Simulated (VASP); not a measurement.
## ZrC: single point with PBE

The system is ZrC.

```
Zr C
1.0
     0.00000    2.36500    2.36500
     2.36500    0.00000    2.36500
     2.36500    2.36500    0.00000
Zr C
1 1
Direct
  0.50000 0.50000 0.50000
  0.00000 0.00000 0.00000
```

| Property | Result |
| --- | --- |
| Program | VASP 6.6.1 |
| Task | single point |
| Functional | PBE |
| Potentials or basis | VASP PAW PBE potentials, release 64 (Zr_sv, C) |
| Cutoff | 700 eV |
| k mesh | 12 × 12 × 12 |
| Occupations | gaussian, width 0.1 eV |
| Spin | no spin polarisation |

```
Pressure               : -2.7 GPa
Band gap on the k mesh : none (metal or under the smearing width)
```

Levels at points of the mesh, in eV from the Fermi level:
```
           k point  band 6  band 7  band 8  band 9  band 10  band 11
(0.00, 0.00, 0.00)    0.88    0.88    0.88    1.03     1.03     1.03
(0.50, 0.00, 0.00)   -5.28   -2.93   -2.93    4.34     4.34     5.16
(0.50, 0.50, 0.00)   -2.14   -1.76   -0.01   -0.01     4.29     5.47
```

Wall time 51 s on 1 thread of AMD EPYC 7R13 Processor (Zen 3) (shared host), peak memory 0.17 GiB.
